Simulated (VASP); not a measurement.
Hf2ZrGe3:

```
Zr Hf Ge
1.0
    -2.65372    2.65372    4.40582
     2.65372   -2.65372    4.40582
     2.65372    2.65372   -4.40582
Zr Hf Ge
1 2 3
Direct
  0.50000 0.50000 0.00000
  0.25725 0.25725 0.00000
  0.74275 0.74275 0.00000
  0.75000 0.25000 0.50000
  0.25000 0.75000 0.50000
  0.00000 0.00000 0.00000
```

The cell was built by a generator and needn't be a form met in nature.

| Property | Result |
| --- | --- |
| Program | VASP 6.6.1 |
| Task | relaxation of cell and atoms |
| Functional | PBE |
| Potentials or basis | VASP PAW PBE potentials, release 64 (Zr_sv, Hf_pv, Ge_d) |
| Cutoff | 520 eV |
| k mesh | 5 × 5 × 5 |
| Occupations | gaussian, width 0.15 eV |
| Spin | no spin polarisation |

At the start: pressure 25.2 GPa; volume 20.68 Å³/atom.

Question: How do energy, volume and symmetry change on relaxing?

Answer: Over 14 steps the energy falls by 971.0 meV/atom and the volume is 25.21 Å³/atom (+21.9 %); space group I4/mmm (No. 139, to 0.05 Å).

The path:
| step | energy change (eV) | largest force (eV/Å) | pressure (GPa) | volume (Å³) |
| --- | --- | --- | --- | --- |
| 1 | 0.0000 | 3.4265 | 25.18 | 124.11 |
| 2 | -3.7581 | 1.1965 | -9.52 | 184.34 |
| 3 | -5.0005 | 2.1138 | -2.32 | 156.29 |
| 4 | -5.0658 | 1.9245 | -4.24 | 160.62 |
| 5 | -5.2164 | 1.8671 | -3.92 | 159.37 |
| 6 | -5.2194 | 1.9149 | -3.50 | 157.83 |
| 7 | -5.2258 | 1.8519 | -3.57 | 158.51 |
| 8 | -5.6264 | 1.2798 | 1.01 | 148.16 |
| 9 | -5.6402 | 1.1953 | 2.10 | 146.47 |
| 10 | -5.7859 | 0.1272 | 0.42 | 149.21 |
| 11 | -5.7873 | 0.0185 | 0.47 | 149.45 |
| 12 | -5.8190 | 0.0283 | -0.66 | 151.51 |
| 13 | -5.8253 | 0.0099 | -0.59 | 151.41 |
| 14 | -5.8262 | 0.0154 | -0.27 | 151.25 |

Final structure:
```cif
data_structure
_symmetry_space_group_name_H-M 'P 1'
_symmetry_Int_Tables_number 1
_cell_length_a 6.7294
_cell_length_b 6.7294
_cell_length_c 6.7294
_cell_angle_alpha 134.772
_cell_angle_beta 134.772
_cell_angle_gamma 65.885
_cell_volume 151.25
loop_
_atom_site_label
_atom_site_type_symbol
_atom_site_fract_x
_atom_site_fract_y
_atom_site_fract_z
_atom_site_occupancy
Zr1 Zr 0.50000 0.50000 0.00000 1
Hf1 Hf 0.22497 0.22497 0.00000 1
Hf2 Hf 0.77503 0.77503 0.00000 1
Ge1 Ge 0.75000 0.25000 0.50000 1
Ge2 Ge 0.25000 0.75000 0.50000 1
Ge3 Ge 0.00000 0.00000 0.00000 1
```

Caveat: the volume moved by over 15 % at a fixed basis, so the end points are rough.
